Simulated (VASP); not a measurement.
A run of VASP 6.6.1 is set up as follows.

Contents of INCAR:

```
ALGO     = Normal         # electronic algorithm
EDIFF    = 1E-5           # SCF threshold, eV
EDIFFG   = -0.03          # ionic threshold
ENCUT    = 450            # plane-wave cutoff, eV
GGA      = PS             # functional
IBRION   = 2              # ionic algorithm
ISIF     = 2              # what is computed and relaxed
ISMEAR   = 0              # smearing method
ISPIN    = 2              # spin polarisation
ISYM     = 0            
KPAR     = 4            
LASPH    = True           # aspherical terms in the spheres
LCHARG   = False          # write CHGCAR
LDAU     = True           # DFT+U
LDAUJ    = 0 0 0        
LDAUL    = 2 -1 -1        # shell
LDAUPRINT= 1            
LDAUTYPE = 2            
LDAUU    = 4 0 0          # U, eV
LMAXMIX  = 4              # l up to which the mixer works
LORBIT   = 11             # projections on sites
LREAL    = Auto         
LWAVE    = False          # write WAVECAR
MAGMOM   = 2 0 0 0 0 0 0 0 0 0 0 0 0 0 0 0 0 0 0 0 0 0 0 0 0 0 0 0 0 0 0 0 # initial moments
NELM     = 120            # most SCF steps
NSW      = 60             # ionic steps
NUPDOWN  = 2              # fixed moment
PREC     = Accurate       # precision mode
SIGMA    = 0.03           # smearing width, eV
```

File KPOINTS:

```
k-points
0
Gamma
  3 3 2
```

The input POSCAR:

```
Al15CoN16
1.0
    6.2200008610      0.0000000000      0.0000000000
   -3.1100004305      5.3866787572      0.0000000000
    0.0000000000      0.0000000000      9.9600000000
Co Al N
1 15 16
Direct
    0.3338800000      0.1649330000      0.0032050000
    0.3442000000      0.1721400000      0.5027360000
    0.3280840000      0.6650910000      0.0025890000
    0.3311050000      0.6567850000      0.5003680000
    0.8344720000      0.1696210000     -0.0014620000
    0.8310290000      0.1644310000      0.5022720000
    0.8432940000      0.6676880000      0.0024990000
    0.8328270000      0.6602550000      0.4981870000
    0.1703340000      0.3423070000      0.2487880000
    0.1630310000      0.3341300000      0.7479260000
    0.1624710000      0.8295610000      0.2538870000
    0.1771750000      0.8423270000      0.7492980000
    0.6697360000      0.3309760000      0.2471610000
    0.6540630000      0.3262510000      0.7454490000
    0.6653700000      0.8340450000      0.2465410000
    0.6678170000      0.8358200000      0.7506950000
    0.3348930000      0.1688130000      0.1903760000
    0.3366050000      0.1647640000      0.6887490000
    0.3394700000      0.6739810000      0.1952730000
    0.3270110000      0.6632520000      0.6960480000
    0.8234900000      0.1619250000      0.1921200000
    0.8326120000      0.1730530000      0.6920910000
    0.8399870000      0.6726240000      0.1865380000
    0.8362260000      0.6771680000      0.6939450000
    0.1685270000      0.3355660000      0.4410200000
    0.1672850000      0.3362050000      0.9430900000
    0.1670680000      0.8333510000      0.4421270000
    0.1686280000      0.8282890000      0.9464560000
    0.6613930000      0.3310710000      0.4458950000
    0.6752120000      0.3345290000      0.9395900000
    0.6765190000      0.8399260000      0.4438090000
    0.6616860000      0.8347060000      0.9403160000
```

Potentials or basis: VASP PAW PBE potentials, release 64 (Co, Al, N).

Run with:

```sh
$ cat potpaw_PBE.64/Co/POTCAR potpaw_PBE.64/Al/POTCAR potpaw_PBE.64/N/POTCAR > POTCAR
$ mpirun -np 4 vasp_std > vasp.out
```

**Question.** What does it give for the energy gained by relaxing?

**Answer.** 29.9 meV/atom.

Forces in eV/Å, atoms in the order of the input:
```
Co  -0.010  0.002  0.002
Al  -0.005  0.008 -0.008
Al  -0.011  0.002 -0.011
Al  -0.008  0.005 -0.002
Al   0.004 -0.005 -0.005
Al  -0.003  0.008 -0.004
Al  -0.004 -0.003  0.003
Al  -0.017  0.000 -0.003
Al   0.006  0.007 -0.005
Al   0.003 -0.001 -0.004
Al  -0.002 -0.002  0.002
Al  -0.001 -0.012  0.000
Al   0.017  0.001 -0.008
Al   0.017 -0.001  0.009
Al   0.003  0.005 -0.011
Al   0.015 -0.006  0.012
N    0.018  0.009 -0.002
N    0.003 -0.007  0.006
N    0.000  0.000 -0.021
N    0.005 -0.010  0.023
N    0.005 -0.004 -0.009
N    0.012  0.003  0.012
N   -0.002 -0.002 -0.012
N    0.007 -0.007  0.018
N    0.000  0.004  0.003
N   -0.006  0.008 -0.002
N   -0.015  0.005  0.006
N   -0.011 -0.014  0.009
N    0.003  0.005 -0.005
N   -0.004 -0.001  0.011
N   -0.005  0.002 -0.006
N   -0.014  0.002  0.001
```

Caveat: the k mesh is coarse (spacing up to 0.39 Å⁻¹), so the values aren't converged; the PAW data sets were made with another functional, which shifts forces and pressure a little; the total moment is fixed, so each spin has its own Fermi level. The state reached can hang on the start; a lower one may exist.
